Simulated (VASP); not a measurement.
Here is the system:

```yaml
crystal:
  lattice:
    - [4.32979, 0.00000, 0.00000]
    - [-2.16489, 3.74971, 0.00000]
    - [0.00000, 0.00000, 5.04750]
  atoms:
    - { symbol: Ba, position: [0.33333, 0.66667, 0.00078] }
    - { symbol: Ga, position: [0.00000, 0.00000, 0.54410] }
    - { symbol: Ge, position: [0.66667, 0.33333, 0.44898] }
    - { symbol: H, position: [0.00000, 0.00000, 0.88603] }
```

Level of theory: PBEsol GGA, VASP's PBE PAW potentials (set 64) (plane waves; VASP). Run with 400 eV cut-off, 7×7×5 Γ-centred mesh, tetrahedra with Blöchl corrections, potentials Ba_sv Ga_d Ge_d H.

The cores are frozen, which limits the accuracy of field gradients.

Question: Give the principal components of the electric field gradient (V/Å²) and the asymmetry η at each nucleus.

Answer: 
```csv
atom,Vxx,Vyy,Vzz,η
Ba1,-30.0,-30.0,60.0,0.00
Ga2,-7.5,-7.5,15.0,0.00
Ge3,40.9,40.9,-81.8,0.00
H4,-1.9,-1.9,3.8,0.00
```

The structure comes from a computed database's BaGaGeH entry (P3m1); how it stands against other phases isn't given here. It was relaxed first, which changed the volume by -6 %.
